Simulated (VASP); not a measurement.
Data:

```
MgI2
1.0
    2.05083    -3.55214     0.00000
    2.05083     3.55214     0.00000
    0.00000     0.00000     6.94877
Mg I
1 2
Direct
  0.00000   0.00000   0.00000
  0.33333   0.66667   0.23433
  0.66667   0.33333   0.76567
```

Computed with r2SCAN meta-GGA, VASP's PBE PAW potentials (set 64) (plane waves; VASP). Settings: 520 eV cut-off, 6×6×3 Γ-centred mesh, Gaussian smearing of 0.050 eV, potentials Mg I.

Q: The ions and cell shape at fixed volume are relaxed. What does this cell relax into?

A: 
```
MgI2
1.0
    2.06867    -3.58304     0.00000
    2.06867     3.58304     0.00000
    0.00000     0.00000     6.82945
Mg I
1 2
Direct
  0.00000   0.00000   0.00000
  0.33333   0.66667   0.24357
  0.66667   0.33333   0.75643
```
Space group P-3m1 (164), at a tolerance of 0.03 Å.

Q: How much energy does the relaxation gain?

A: The energy (σ→0) changes by -6.9 meV/atom, in 6 ionic steps.

The compound is MgI2 in the 1T layered structure. This cell is one point of a volume scan, at 0.94 of the reference volume. Symmetry was kept, so distortions that lower it aren't found.
